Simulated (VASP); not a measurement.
Consider the following.

```yaml
crystal:
  lattice:
    - [4.59227, 0.00000, 0.00000]
    - [0.00000, 4.59227, 0.00000]
    - [0.00000, 0.00000, 2.94153]
  atoms:
    - { symbol: Ti, position: [0.00000, 0.00000, 0.00000] }
    - { symbol: Ti, position: [0.50000, 0.50000, 0.50000] }
    - { symbol: O, position: [0.30432, 0.30432, 0.00000] }
    - { symbol: O, position: [0.80432, 0.19568, 0.50000] }
    - { symbol: O, position: [0.19568, 0.80432, 0.50000] }
    - { symbol: O, position: [0.69568, 0.69568, 0.00000] }
```

Calculation: PBEsol GGA, VASP's PBE PAW potentials (set 64) (plane waves; VASP). Settings: 620 eV cut-off, 5×5×8 Γ-centred mesh, Gaussian smearing of 0.050 eV, potentials Ti_sv O.

Question: Estimate the energy per atom (σ→0), band gap (on the k-mesh) with the smallest direct gap where there is one.

Answer: 
| Item | Value |
|---|---|
| band gap (on the k-mesh) | 1.83 eV |
| smallest direct gap (on the k-mesh) | 1.83 eV |
| energy per atom (σ→0) | -9.351 eV/atom |

The absolute energy has meaning only against runs of the same code, potentials and settings.

The compound is TiO2 in the rutile structure. It was relaxed first.
